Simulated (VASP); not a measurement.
OSZICAR of a VASP run on P (atoms displaced from the space group 64 structure):

File OSZICAR:
```
       N       E                     dE             d eps       ncg     rms          rms(c)
DAV:   1     0.559226302425E+02    0.55923E+02   -0.73302E+03  2576   0.987E+02
DAV:   2    -0.179903438712E+02   -0.73913E+02   -0.71620E+02  3376   0.163E+02
DAV:   3    -0.215293190092E+02   -0.35390E+01   -0.34870E+01  3484   0.390E+01
DAV:   4    -0.215765274853E+02   -0.47208E-01   -0.47157E-01  3258   0.524E+00
DAV:   5    -0.215776390355E+02   -0.11116E-02   -0.11110E-02  3550   0.702E-01    0.104E+01
DAV:   6    -0.214662859326E+02    0.11135E+00   -0.68310E-02  3050   0.160E+00    0.618E+00
DAV:   7    -0.214193499198E+02    0.46936E-01   -0.11801E-01  3356   0.217E+00    0.279E-01
DAV:   8    -0.214193228291E+02    0.27091E-04   -0.10101E-02  3062   0.700E-01    0.134E-01
DAV:   9    -0.214193878013E+02   -0.64972E-04   -0.45042E-04  3526   0.155E-01    0.670E-02
DAV:  10    -0.214194025783E+02   -0.14777E-04   -0.62075E-05  3050   0.506E-02    0.253E-02
DAV:  11    -0.214194104586E+02   -0.78804E-05   -0.11776E-05  3290   0.289E-02    0.734E-03
DAV:  12    -0.214194108772E+02   -0.41858E-06   -0.55496E-07  1978   0.568E-03
   1 F= -.21419411E+02 E0= -.21419170E+02  d E =-.482592E-03
```

Problem. Which electronic solver shows in the log?

Solution. It is blocked Davidson (ALGO = Normal, or the opening steps of other solvers). The INCAR had ALGO = Normal.

Problem. Can the final energy be trusted as converged?

Solution. Self-consistency was reached. It stopped with EDIFF = 1E-6, NELM = 100 (PBE GGA, plane waves, VASP's PBE PAW potentials (set 64)).

The compound is P in the black structure. The cell was not relaxed at this level, atoms are displaced from their ideal sites. The k-mesh is coarse (spacing up to 0.33 per Å, 2π included), so the numbers may not be converged in it. The run is one of a series of settings (PREC = Normal against the base run), some of them coarse on purpose.
